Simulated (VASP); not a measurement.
Level of theory: rev-vdW-DF2, VASP's PBE PAW potentials (set 64) (plane waves; VASP).

A VASP calculation is set up with these files.

**POSCAR**
```
SrO
1
   -0.0000000000     2.5822831348     2.5822831348
    2.5822831348     0.0000000000     2.5822831348
    2.5822831348     2.5822831348    -0.0000000000
Sr O
1 1
Direct
  0.0000000000   0.0000000000   0.0000000000
  0.5000000000   0.5000000000   0.5000000000
```

### INCAR
```
ISIF=2   ! forces and stress, cell fixed
SYSTEM=SrO
LUSE_VDW=T
PARAM1=0.1234568
NEDOS=601
AGGAC=0.0
ENCUT=520
ALGO=Normal
NELM=100
GGA=MK
ISMEAR=-5   ! tetrahedra, Bloechl
PARAM2=0.7114
LORBIT=11
ZAB_VDW=-1.8867
LASPH=T   ! aspherical one-centre terms
LREAL=F
LMAXMIX=4   ! l cut-off of mixed one-centre charges
PREC=Accurate
LWAVE=F
LCHARG=T
EDIFF=1E-7
```

**KPOINTS**
```
Automatic mesh
0
Gamma
10 10 10
0 0 0
```

POTCAR, in this order: Sr_sv O (PBE.64 set). Program: vasp_std.

Output of the run:

File OSZICAR:
```
       N       E                     dE             d eps       ncg     rms          rms(c)
DAV:   1     0.810280996514E+02    0.81028E+02   -0.87053E+03  1128   0.130E+03
DAV:   2    -0.731940905782E+01   -0.88348E+02   -0.81047E+02  1528   0.250E+02
DAV:   3    -0.110852122908E+02   -0.37658E+01   -0.37399E+01  1464   0.501E+01
DAV:   4    -0.112017457032E+02   -0.11653E+00   -0.11650E+00  1544   0.812E+00
DAV:   5    -0.112042468125E+02   -0.25011E-02   -0.25010E-02  1496   0.987E-01    0.167E+01
DAV:   6    -0.910135803271E+01    0.21029E+01   -0.10724E+01  1308   0.243E+01    0.202E+01
DAV:   7    -0.897561923500E+01    0.12574E+00   -0.62137E-01  1384   0.693E+00    0.118E+01
DAV:   8    -0.895469203963E+01    0.20927E-01   -0.15275E-01  1188   0.418E+00    0.692E-01
DAV:   9    -0.895453152488E+01    0.16051E-03   -0.11599E-02  1620   0.920E-01    0.224E-01
DAV:  10    -0.895500261826E+01   -0.47109E-03   -0.91561E-04  1208   0.308E-01    0.729E-02
DAV:  11    -0.895507177790E+01   -0.69160E-04   -0.14729E-04  1296   0.107E-01    0.339E-02
DAV:  12    -0.895507975354E+01   -0.79756E-05   -0.15714E-05  1336   0.409E-02    0.117E-02
DAV:  13    -0.895507944896E+01    0.30458E-06   -0.22693E-06  1320   0.169E-02    0.447E-03
DAV:  14    -0.895507933084E+01    0.11812E-06   -0.34023E-07  1340   0.553E-03    0.144E-03
DAV:  15    -0.895507934124E+01   -0.10400E-07   -0.35460E-08   684   0.173E-03
   1 F= -.89550793E+01 E0= -.89550793E+01  d E =0.000000E+00
```

OUTCAR:
```
------------------------ aborting loop because EDIFF is reached ----------------------------------------
  FORCE on cell =-STRESS in cart. coord.  units (eV):
  Direction    XX          YY          ZZ          XY          YZ          ZX
  --------------------------------------------------------------------------------------
  Total        0.0004578      0.0004578      0.0004578      0.0000000     -0.0000000      0.0000000
  in kB        0.0212976      0.0212976      0.0212976      0.0000000     -0.0000000      0.0000000
  external PRESSURE =       0.0212976 kB  Pullay stress =       0.0000000 kB
  volume of cell :       34.44
      direct lattice vectors                 reciprocal lattice vectors
     0.000000000  2.582283135  2.582283135    -0.193627102  0.193627102  0.193627102
     2.582283135  0.000000000  2.582283135     0.193627102 -0.193627102  0.193627102
     2.582283135  2.582283135  0.000000000     0.193627102  0.193627102 -0.193627102
  FREE ENERGIE OF THE ION-ELECTRON SYSTEM (eV)
  ---------------------------------------------------
  free  energy   TOTEN  =        -8.9550793412 eV

  energy  without entropy=       -8.9550793412  energy(sigma->0) =       -8.95507934

 total charge

# of ion       s       p       d       tot
------------------------------------------
    1        2.015   5.783   0.252   8.050
    2        1.546   3.413   0.000   4.959
--------------------------------------------------
tot          3.560   9.196   0.252  13.009
```
(Selected blocks of OUTCAR.)

The compound is SrO in the rock salt structure. It was relaxed first.
